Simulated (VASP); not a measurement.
# LaMg6Si (Amm2) in VASP: reference runs, part 2 of 2

VASP 6.6.1. The steps go on from the part before.

## 3. Single point, PBE (atoms moved at random, drawn with an rms of 0.05 Å)

INCAR reads:

```
SYSTEM = LaMg6Si
  ALGO = Normal
  EDIFF = 1E-7
  ENCUT = 520
  GGA = PE
  ISIF = 2
  ISMEAR = -1
  LASPH = .TRUE.
  LCHARG = .TRUE.
  LELF = .TRUE.
  LREAL = .FALSE.
  LVHAR = .TRUE.
  LWAVE = .FALSE.
  NBANDS = 24
  NELM = 100
  PREC = Accurate
  SIGMA = 0.05
```

KPOINTS reads:

```
k-points
0
G
  6 5 5
  0 0 0
```

POSCAR reads:

```
LaMg6Si
1.0
    4.9002060000      0.0000000000      0.0000000000
    0.0000000000      2.9561180000      6.7304940000
    0.0000000000     -2.9561180000      6.7304940000
La Si Mg
1 1 6
Direct
    0.5038510000      0.1988860000      0.1893200000
    0.4943620000      0.6268620000      0.6306400000
    0.0033090000      0.7844150000      0.7867360000
    0.0001090000      0.3682320000      0.3495030000
    0.0060780000      0.3234400000      0.8232710000
   -0.0004220000      0.8204280000      0.3256490000
    0.4958210000      0.1954890000      0.6832560000
    0.5016780000      0.6939710000      0.1923420000
```

Potentials or basis: VASP PAW PBE potentials, release 64 (La, Si, Mg).

On the command line:

```
$ cat potpaw_PBE.64/La/POTCAR potpaw_PBE.64/Si/POTCAR potpaw_PBE.64/Mg/POTCAR > POTCAR
$ mpirun -np 1 vasp_std > vasp.out
```

OUTCAR:

```text
SYSTEM = LaMg6Si
   EDIFF = 1E-7
   ENCUT = 520
   GGA = PE
   ISIF = 2
   ISMEAR = -1
   LASPH = .TRUE.
   LREAL = .FALSE.
   NELM = 100
   PREC = Accurate

 ion  position               nearest neighbor table
   1  0.504  0.199  0.189-   2 3.05   2 3.12   5 3.27   5 3.29   4 3.29   6 3.30   4 3.32   6 3.33
                             7 3.61   8 3.65
   2  0.494  0.627  0.631-   5 2.90   8 2.91   7 2.92   6 2.93   6 2.98   5 3.00   1 3.05   1 3.12
                             3 3.20   3 3.27
   3  0.003  0.784  0.787-   4 3.06   4 3.18   2 3.20   5 3.21   6 3.22   2 3.27   7 3.52   8 3.55
                             8 3.56   7 3.58
   4  0.000  0.368  0.350-   8 3.05   7 3.05   3 3.06   8 3.06   7 3.09   3 3.18   6 3.21   5 3.27
                             1 3.29   1 3.32
   5  0.006  0.323  0.823-   2 2.90   6 2.94   6 2.97   2 3.00   7 3.00   7 3.08   3 3.21   4 3.27
                             1 3.27   1 3.29
   6  1.000  0.820  0.326-   2 2.93   5 2.94   5 2.97   2 2.98   8 3.00   8 3.02   4 3.21   3 3.22
                             1 3.30   1 3.33
   7  0.496  0.195  0.683-   2 2.92   8 2.93   8 2.99   5 3.00   4 3.05   5 3.08   4 3.09   3 3.52
                             3 3.58   1 3.61
   8  0.502  0.694  0.192-   2 2.91   7 2.93   7 2.99   6 3.00   6 3.02   4 3.05   4 3.06   3 3.55
                             3 3.56   1 3.65

  LATTYP: Found a base centered orthorhombic cell.
 ALAT       =     5.9122360000
 B/A-ratio  =     2.2768015350
 C/A-ratio  =     0.8288244921

  Lattice vectors:

 A1 = (   0.0000000000,   2.9561180000,  -6.7304940000)
 A2 = (   0.0000000000,   2.9561180000,   6.7304940000)
 A3 = (   4.9002060000,   0.0000000000,   0.0000000000)

Analysis of symmetry for initial positions (statically):
=====================================================================
 Subroutine PRICEL returns:
 Original cell was already a primitive cell.

 Routine SETGRP: Setting up the symmetry group for a
 base centered orthorhombic supercell.

 Subroutine GETGRP returns: Found  1 space group operations
 (whereof  1 operations were pure point group operations)
 out of a pool of  8 trial point group operations.
[... 153 lines left out ...]
   LHFCALC =     F    Hartree Fock is set to
   AEXX    =    0.0000 exact exchange contribution
   IVDW    =     0    specifies the selected vdW correction
   LEPSILON=     F    determine dielectric tensor
   LRPA    =     F    only Hartree local field effects (RPA)
 non-spin polarized calculation
  energy-cutoff  :      520.00
  volume of cell :      194.99
 maximum number of plane-waves:      5273
   NGX = 19   NGY = 27   NGZ = 27

 number of electron      27.0000000 magnetization

 Free energy of the ion-electron system (eV)
  ---------------------------------------------------
  ext. energy  EPLUGINS =         0.00000000
  ---------------------------------------------------
  free energy    TOTEN  =       -19.72813130 eV

  energy without entropy =      -19.69352974  energy(sigma->0) =      -19.71083052

 E-fermi :   3.8466     XC(G=0):  -8.7889

 val. band max:        3.8316678250   @ k =   0.0000   0.4000   0.2000
 cond. band min:       3.8503808686   @ k =  -0.1667   0.2000  -0.4000
 fundamental gap:      0.0187130436
 Fermi energy:         3.8466148233

 k-point     1 :       0.0000    0.0000    0.0000
  band No.  band energies     occupation
      1     -28.8385      2.00000
      2     -12.6135      2.00000
      3     -12.6020      2.00000
      4     -12.5951      2.00000
      5      -4.3120      2.00000
      6      -1.0915      2.00000
[... 637 lines left out ...]
     23       5.9235      0.00000
     24       6.1567      0.00000

 [... further k-points ...]

------------------------ aborting loop because EDIFF is reached ----------------------------------------

  FORCE on cell =-STRESS in cart. coord.  units (eV):
  Direction    XX          YY          ZZ          XY          YZ          ZX
  --------------------------------------------------------------------------------------
  -------------------------------------------------------------------------------------
  Total        0.0874510      0.4368452     -0.3016953     -0.1047195     -0.2510788     -0.0371021
  in kB        0.7185585      3.5894265     -2.4789404     -0.8604492     -2.0630397     -0.3048570
  external PRESSURE =       0.6096816 kB  Pullay stress =       0.0000000 kB

 VOLUME and BASIS-vectors are now :
 -----------------------------------------------------------------------------
  energy-cutoff  :      520.00
  volume of cell :      194.99
      direct lattice vectors                 reciprocal lattice vectors
     4.900206000  0.000000000  0.000000000     0.204073053  0.000000000  0.000000000
     0.000000000  2.956118000  6.730494000     0.000000000  0.169140745  0.074288752
     0.000000000 -2.956118000  6.730494000     0.000000000 -0.169140745  0.074288752

 POSITION                                       TOTAL-FORCE (eV/Angst)
 -----------------------------------------------------------------------------------
      2.46897      0.02828      2.61282        -0.091837     -0.144018      0.250721
      2.42248     -0.01117      8.46361         0.082505      0.138871     -0.034750
      0.01621     -0.00686     10.57462         0.001132      0.113085      0.002556
      0.00053      0.05537      4.83071         0.015472     -0.146260      0.050725
      0.02978     -1.47756      7.71793        -0.128977      0.029401     -0.134001
      4.89814      1.46263      7.71366         0.029761      0.003153     -0.013102
      2.42963     -1.44190      5.91439         0.112251     -0.275210     -0.027704
      2.45833      1.48287      5.96532        -0.020308      0.280978     -0.094444
 -----------------------------------------------------------------------------------
    total drift:                               -0.000171      0.000107     -0.000916

  FREE ENERGIE OF THE ION-ELECTRON SYSTEM (eV)
  ---------------------------------------------------
  free  energy   TOTEN  =       -19.7281312999 eV

  energy  without entropy=      -19.6935297360  energy(sigma->0) =      -19.71083052
```

Wall time 13 min (1 thread of Intel Xeon Platinum 8375C at 2.90GHz (Ice Lake), shared host); peak memory 0.61 GiB.

What came out:

* Free energy: -19.7281 eV
* Pressure: 0.1 GPa
* Largest force: 0.303 eV/Å
* Band gap on the k mesh: none (metal or under the smearing width)

Forces on the atoms (eV/Å):
```
La  -0.092 -0.144  0.251
Si   0.083  0.139 -0.035
Mg   0.001  0.113  0.003
Mg   0.015 -0.146  0.051
Mg  -0.129  0.029 -0.134
Mg   0.030  0.003 -0.013
Mg   0.112 -0.275 -0.028
Mg  -0.020  0.281 -0.094
```

## 4. Equation of state, PBE, 22.91 Å³/atom (volume scaled by 0.94)

INCAR reads:

```
PREC = Accurate
ENCUT = 520
EDIFF = 1E-7
ISMEAR = -1
SIGMA = 0.05
LREAL = False
LASPH = True
NELM = 60
ALGO = Normal
ISIF = 2
LWAVE = False
LCHARG = False
GGA = PE
NBANDS = 24
```

KPOINTS reads:

```
regular mesh
0
Gamma
  6 5 5
```

POSCAR reads:

```
LaMg6Si
1.0
    4.8001737274      0.0000000000      0.0000000000
    0.0000000000      2.8957721285      6.5930984272
    0.0000000000     -2.8957721285      6.5930984272
La Si Mg
1 1 6
Direct
    0.5000000000      0.1974220000      0.1974220000
    0.5000000000      0.6288580000      0.6288580000
    0.0000000000      0.7850820000      0.7850820000
    0.0000000000      0.3619110000      0.3619110000
    0.0000000000      0.3243910000      0.8211370000
    0.0000000000      0.8211370000      0.3243910000
    0.5000000000      0.1868530000      0.6943420000
    0.5000000000      0.6943420000      0.1868530000
```

On the command line:

```
$ cat potpaw_PBE.64/La/POTCAR potpaw_PBE.64/Si/POTCAR potpaw_PBE.64/Mg/POTCAR > POTCAR
$ mpirun -np 1 vasp_std > vasp.out
```

Wall time 6.2 min (1 thread of Intel Xeon Platinum 8375C at 2.90GHz (Ice Lake), shared host); peak memory 0.43 GiB.

It converged, with:

```
Free energy            : -19.6703 eV
Pressure               : 2.7 GPa
Largest force          : 0.141 eV/Å
Band gap on the k mesh : none (metal or under the smearing width)
```

## 5. Equation of state, PBE, 23.40 Å³/atom (volume scaled by 0.96)

INCAR reads:

```
  PREC = Accurate
  ENCUT = 520
  EDIFF = 1E-7
  ISMEAR = -1
  SIGMA = 0.05
  LREAL = F
  LASPH = T
  NELM = 60
  ALGO = Normal
  ISIF = 2
  LWAVE = F
  LCHARG = F
  GGA = PE
  NBANDS = 24
```

KPOINTS is that of step 4.

Edit POSCAR of step 4 so:

```diff
@@ -2,5 +2,5 @@
 1.0
-    4.8001737274      0.0000000000      0.0000000000
-    0.0000000000      2.8957721285      6.5930984272
-    0.0000000000     -2.8957721285      6.5930984272
+    4.8339788816      0.0000000000      0.0000000000
+    0.0000000000      2.9161655619      6.6395302276
+    0.0000000000     -2.9161655619      6.6395302276
 La Si Mg
```

On the command line:

```
$ cat potpaw_PBE.64/La/POTCAR potpaw_PBE.64/Si/POTCAR potpaw_PBE.64/Mg/POTCAR > POTCAR
$ mpirun -np 1 vasp_std > vasp.out
```

Run time: 5.9 min. Hardware: 1 thread of Intel Xeon Platinum 8375C at 2.90GHz (Ice Lake), shared host; peak memory 0.44 GiB.

The run converged. Its results:

* Free energy: -19.7241 eV
* Pressure: 1.7 GPa
* Largest force: 0.098 eV/Å
* Band gap on the k mesh: none (metal or under the smearing width)

## 6. Equation of state, PBE, 23.89 Å³/atom (volume scaled by 0.98)

INCAR reads:

```
SYSTEM = LaMg6Si
PREC     = Accurate       ! precision mode
ENCUT    = 520            ! plane-wave cutoff, eV
EDIFF    = 1E-7           ! SCF threshold, eV
ISMEAR   = -1             ! smearing method
SIGMA    = 0.05           ! smearing width, eV
LREAL    = .False.        ! projectors in reciprocal space
LASPH    = .True.         ! aspherical terms in the spheres
NELM     = 60             ! most SCF steps
ALGO     = Normal         ! electronic algorithm
ISIF     = 2              ! what is computed and relaxed
LWAVE    = .False.        ! write WAVECAR
LCHARG   = .False.        ! write CHGCAR
GGA      = PE             ! functional
NBANDS   = 24             ! bands
```

KPOINTS reads:

```
Automatic mesh
0
Gamma
  6 5 5
  0 0 0
```

Edit POSCAR of step 5 so:

```diff
@@ -2,5 +2,5 @@
 1.0
-    4.8339788816      0.0000000000      0.0000000000
-    0.0000000000      2.9161655619      6.6395302276
-    0.0000000000     -2.9161655619      6.6395302276
+    4.8673177205      0.0000000000      0.0000000000
+    0.0000000000      2.9362776841      6.6853215383
+    0.0000000000     -2.9362776841      6.6853215383
 La Si Mg
```

Potentials or basis: VASP PAW PBE potentials, release 64 (La, Si, Mg).

On the command line:

```
$ cat potpaw_PBE.64/La/POTCAR potpaw_PBE.64/Si/POTCAR potpaw_PBE.64/Mg/POTCAR > POTCAR
$ mpirun -np 1 vasp_std > vasp.out
```

Run time: 6.2 min. Hardware: 1 thread of Intel Xeon Platinum 8375C at 2.90GHz (Ice Lake), shared host; peak memory 0.44 GiB.

The run converged. Its results:

```
Free energy            : -19.7536 eV
Pressure               : 0.7 GPa
Largest force          : 0.059 eV/Å
Band gap on the k mesh : none (metal or under the smearing width)
```

## 7. Equation of state, PBE, 24.86 Å³/atom (volume scaled by 1.02)

INCAR reads:

```
PREC = Accurate
ENCUT = 520
EDIFF = 1E-7
ISMEAR = -1
SIGMA = 0.05
LREAL = F
LASPH = T
NELM = 60
ALGO = Normal
ISIF = 2
LWAVE = F
LCHARG = F
GGA = PE
NBANDS = 24
```

KPOINTS reads:

```
Automatic mesh
0
Gamma
  6 5 5
```

Edit POSCAR of step 6 so:

```diff
@@ -2,5 +2,5 @@
 1.0
-    4.8673177205      0.0000000000      0.0000000000
-    0.0000000000      2.9362776841      6.6853215383
-    0.0000000000     -2.9362776841      6.6853215383
+    4.9326586411      0.0000000000      0.0000000000
+    0.0000000000      2.9756955109      6.7750681070
+    0.0000000000     -2.9756955109      6.7750681070
 La Si Mg
```

On the command line:

```
$ cat potpaw_PBE.64/La/POTCAR potpaw_PBE.64/Si/POTCAR potpaw_PBE.64/Mg/POTCAR > POTCAR
$ mpirun -np 1 vasp_std > vasp.out
```

It took 7.5 min on 1 thread of Intel Xeon Platinum 8375C at 2.90GHz (Ice Lake), shared host; peak memory 0.48 GiB.

Results (log left out):

```yaml
Free_energy: -19.7491 eV
Pressure: -0.9 GPa
Largest_force: 0.033 eV/Å
Band_gap_on_the_k_mesh: none (metal or under the smearing width)
```

## 8. Equation of state, PBE, 25.35 Å³/atom (volume scaled by 1.04)

INCAR reads:

```
ALGO = Normal
EDIFF = 1E-7
ENCUT = 520
GGA = PE
ISIF = 2
ISMEAR = -1
LASPH = T
LCHARG = F
LREAL = F
LWAVE = F
NBANDS = 24
NELM = 60
PREC = Accurate
SIGMA = 0.05
```

KPOINTS reads:

```
k-points
0
Gamma
  6 5 5
```

Edit POSCAR of step 7 so:

```diff
@@ -2,5 +2,5 @@
 1.0
-    4.9326586411      0.0000000000      0.0000000000
-    0.0000000000      2.9756955109      6.7750681070
-    0.0000000000     -2.9756955109      6.7750681070
+    4.9646897896      0.0000000000      0.0000000000
+    0.0000000000      2.9950187505      6.8190632885
+    0.0000000000     -2.9950187505      6.8190632885
 La Si Mg
```

On the command line:

```
$ cat potpaw_PBE.64/La/POTCAR potpaw_PBE.64/Si/POTCAR potpaw_PBE.64/Mg/POTCAR > POTCAR
$ mpirun -np 1 vasp_std > vasp.out
```

Run time: 7.7 min. Hardware: 1 thread of Intel Xeon Platinum 8375C at 2.90GHz (Ice Lake), shared host; peak memory 0.48 GiB.

The run converged. Its results:

- Free energy: -19.7190 eV
- Pressure: -1.6 GPa
- Largest force: 0.042 eV/Å
- Band gap on the k mesh: none (metal or under the smearing width)

## 9. Equation of state, PBE, 25.84 Å³/atom (volume scaled by 1.06)

INCAR reads:

```
SYSTEM = LaMg6Si
PREC = Accurate ; ENCUT = 520
EDIFF = 1E-7 ; ISMEAR = -1
SIGMA = 0.05 ; LREAL = .False.
LASPH = .True. ; NELM = 100
ALGO = Normal ; ISIF = 2
LWAVE = .False. ; LCHARG = .False.
GGA = PE ; NBANDS = 24
```

KPOINTS reads:

```
Automatic mesh
0
Gamma
  6 5 5
  0 0 0
```

Edit POSCAR of step 8 so:

```diff
@@ -2,5 +2,5 @@
 1.0
-    4.9646897896      0.0000000000      0.0000000000
-    0.0000000000      2.9950187505      6.8190632885
-    0.0000000000     -2.9950187505      6.8190632885
+    4.9963128701      0.0000000000      0.0000000000
+    0.0000000000      3.0140958174      6.8624979836
+    0.0000000000     -3.0140958174      6.8624979836
 La Si Mg
```

Potentials or basis: VASP PAW PBE potentials, release 64 (La, Si, Mg).

On the command line:

```
$ cat potpaw_PBE.64/La/POTCAR potpaw_PBE.64/Si/POTCAR potpaw_PBE.64/Mg/POTCAR > POTCAR
$ mpirun -np 1 vasp_std > vasp.out
```

It took 6.8 min on 1 thread of Intel Xeon Platinum 8375C at 2.90GHz (Ice Lake), shared host; peak memory 0.48 GiB.

It converged, with:

```yaml
Free_energy: -19.6726 eV
Pressure: -2.2 GPa
Largest_force: 0.070 eV/Å
Band_gap_on_the_k_mesh: none (metal or under the smearing width)
```

## 10. Equation of state, PBE

Potentials or basis: VASP PAW PBE potentials, release 64 (La, Si, Mg).

No new run: the results of the series are fitted here.

Results:

| Item | Value |
| --- | --- |
| Equilibrium volume | 24.31 Å³/atom |
| Bulk modulus at fixed shape and positions | 41 GPa |
| Pressure derivative of the bulk modulus | 4.0 |

Energy against volume, from the lowest point:
```tsv
volume (Å³/atom)	energy (meV/atom)
22.911	11.38
23.399	4.66
23.886	0.96
24.374	0.00
24.861	1.52
25.349	5.29
25.836	11.09
```

Caveat: the cell was scaled at fixed shape and fractional positions, which overstates the stiffness of a crystal with free parameters, most of all of layers and chains.

## 11. Summary

| task | cell | gap on the mesh (eV) | pressure (GPa) | largest force (eV/Å) |
| --- | --- | --- | --- | --- |
| single point | as given | none | -0.1 | 0.03 |
| single point | atoms moved at random, drawn with an rms of 0.05 Å | none | 0.1 | 0.30 |
| equation of state | as given | - | - | - |

Alike in all rows: level PBE; potentials or basis VASP PAW PBE potentials, release 64 (La, Si, Mg); no spin polarisation; k mesh 6 × 5 × 5; cutoff (eV) 520; smearing fermi-dirac 0.05 eV.

Caveats: the cell was scaled at fixed shape and fractional positions, which overstates the stiffness of a crystal with free parameters, most of all of layers and chains (some runs).

Total energies depend on the potentials used, so only differences within one code and one set of settings carry meaning.
